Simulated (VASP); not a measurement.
Given:

```
BaF2
1.0
    0.00000     2.91999     2.91999
    2.91999     0.00000     2.91999
    2.91999     2.91999     0.00000
Ba F
1 2
Direct
  0.00000   0.00000   0.00000
  0.25000   0.25000   0.25000
  0.75000   0.75000   0.75000
```

Method: PBE GGA, VASP's PBE PAW potentials (set 64) (plane waves; VASP). Numerical set-up: 620 eV cut-off, 7×7×7 Γ-centred mesh, Gaussian smearing of 0.050 eV, potentials Ba_sv F.

Energy and stress use the plane-wave basis of the starting cell.

Problem. The ions, cell shape and volume at an external pressure of 30.0 GPa are relaxed. What does this cell relax into?

Solution. 
```
BaF2
1.0
    0.00000     2.85837     2.85837
    2.85837     0.00000     2.85837
    2.85837     2.85837     0.00000
Ba F
1 2
Direct
  0.00000   0.00000   0.00000
  0.25000   0.25000   0.25000
  0.75000   0.75000   0.75000
```
Space group Fm-3m (225), at a tolerance of 0.03 Å.

Problem. How do energy and volume change from the first to the last step?

Solution. The energy (σ→0) changes by +158.2 meV/atom and the volume by -6.2 %, in 4 ionic steps.

The compound is BaF2 in the fluorite structure. This run relaxes it under an external pressure of 30 GPa. Symmetry was kept, so distortions that lower it aren't found.
